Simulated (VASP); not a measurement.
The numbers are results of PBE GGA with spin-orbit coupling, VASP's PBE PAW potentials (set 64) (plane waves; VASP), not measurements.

A VASP calculation is set up with these files.

KPOINTS_OPT:
```
k-points along high-symmetry lines
8
Line-mode
Reciprocal
  0.000000   0.000000   0.000000 ! GAMMA
  0.500000   0.000000   0.500000 ! X

  0.500000   0.000000   0.500000 ! X
  0.625000   0.250000   0.625000 ! U

  0.375000   0.375000   0.750000 ! K
  0.000000   0.000000   0.000000 ! GAMMA

  0.000000   0.000000   0.000000 ! GAMMA
  0.500000   0.500000   0.500000 ! L

  0.500000   0.500000   0.500000 ! L
  0.500000   0.250000   0.750000 ! W

  0.500000   0.250000   0.750000 ! W
  0.500000   0.000000   0.500000 ! X
```

### KPOINTS
```
Automatic mesh
0
Gamma
  6 6 6
0 0 0
```

**INCAR**
```
# general
SYSTEM     = PbTe
PREC       = Accurate
ENCUT      = 400
LREAL      = .FALSE.
LASPH      = .TRUE.

# electronic loop
EDIFF      = 1E-6
NELM       = 100
ALGO       = Normal
LMAXMIX    = 4

# smearing
ISMEAR     = 0
SIGMA      = 0.05

# functional
GGA        = PE
GGA_COMPAT = .FALSE.

# spin
MAGMOM     = 6*0
LSORBIT    = .TRUE.

# output
LWAVE      = .FALSE.
LCHARG     = .FALSE.
```

**POSCAR**
```
PbTe
1
    0.0000000000     3.2818670601     3.2818670601
    3.2818670601     0.0000000000     3.2818670601
    3.2818670601     3.2818670601     0.0000000000
Te Pb
1 1
Direct
  0.5000000000   0.5000000000   0.5000000000
  0.0000000000   0.0000000000   0.0000000000
```

POTCAR, in this order: Te Pb_d (PBE.64 set). Program: vasp_ncl.

The resulting files:

**OSZICAR**
```
       N       E                     dE             d eps       ncg     rms          rms(c)
DAV:   1     0.173766609661E+03    0.17377E+03   -0.76177E+03   896   0.114E+03
DAV:   2     0.834244688048E+01   -0.16542E+03   -0.16073E+03   932   0.334E+02
DAV:   3    -0.752131399019E+01   -0.15864E+02   -0.15566E+02  1204   0.125E+02
DAV:   4    -0.813012337657E+01   -0.60881E+00   -0.60787E+00  1128   0.285E+01
DAV:   5    -0.815662395865E+01   -0.26501E-01   -0.26499E-01  1260   0.533E+00    0.377E+00
DAV:   6    -0.804525884312E+01    0.11137E+00   -0.24152E-01  1212   0.414E+00    0.234E+00
DAV:   7    -0.804447986891E+01    0.77897E-03   -0.66009E-02  1092   0.138E+00    0.148E+00
DAV:   8    -0.804633755560E+01   -0.18577E-02   -0.35407E-03  1188   0.551E-01    0.646E-01
DAV:   9    -0.804719303428E+01   -0.85548E-03   -0.17896E-03  1008   0.565E-01    0.893E-02
DAV:  10    -0.804727717854E+01   -0.84144E-04   -0.17935E-04  1064   0.153E-01    0.362E-02
DAV:  11    -0.804730285880E+01   -0.25680E-04   -0.35616E-05  1020   0.567E-02    0.205E-02
DAV:  12    -0.804731110282E+01   -0.82440E-05   -0.71946E-06   892   0.184E-02    0.631E-03
DAV:  13    -0.804731245650E+01   -0.13537E-05   -0.34671E-06  1004   0.252E-02    0.462E-03
DAV:  14    -0.804731216233E+01    0.29416E-06   -0.36540E-07   572   0.611E-03
   1 F= -.80473122E+01 E0= -.80471983E+01  d E =-.227699E-03  mag=     0.0000    -0.0000    -0.0000
       N       E                     dE             ncg
       N       E                     dE             ncg
       N       E                     dE             ncg
```

### OUTCAR
```
------------------------ aborting loop because EDIFF is reached ----------------------------------------
  FORCE on cell =-STRESS in cart. coord.  units (eV):
  Direction    XX          YY          ZZ          XY          YZ          ZX
  --------------------------------------------------------------------------------------
  Total        0.0200578      0.0200578      0.0200578      0.0000000      0.0000000     -0.0000000
  in kB        0.4545707      0.4545707      0.4545707      0.0000000      0.0000000     -0.0000000
  external PRESSURE =       0.4545707 kB  Pullay stress =       0.0000000 kB
  volume of cell :       70.70
      direct lattice vectors                 reciprocal lattice vectors
     0.000000000  3.281867060  3.281867060    -0.152352302  0.152352302  0.152352302
     3.281867060  0.000000000  3.281867060     0.152352302 -0.152352302  0.152352302
     3.281867060  3.281867060  0.000000000     0.152352302  0.152352302 -0.152352302
  FREE ENERGIE OF THE ION-ELECTRON SYSTEM (eV)
  ---------------------------------------------------
  free  energy   TOTEN  =        -8.0473121623 eV

  energy  without entropy=       -8.0470844629  energy(sigma->0) =       -8.04719831

 Ion:    1  E_soc:     -0.2114092

 Ion:    2  E_soc:     -0.8826450
```
(Selected blocks of OUTCAR.)

The compound is PbTe in the rock salt structure. It was relaxed first.
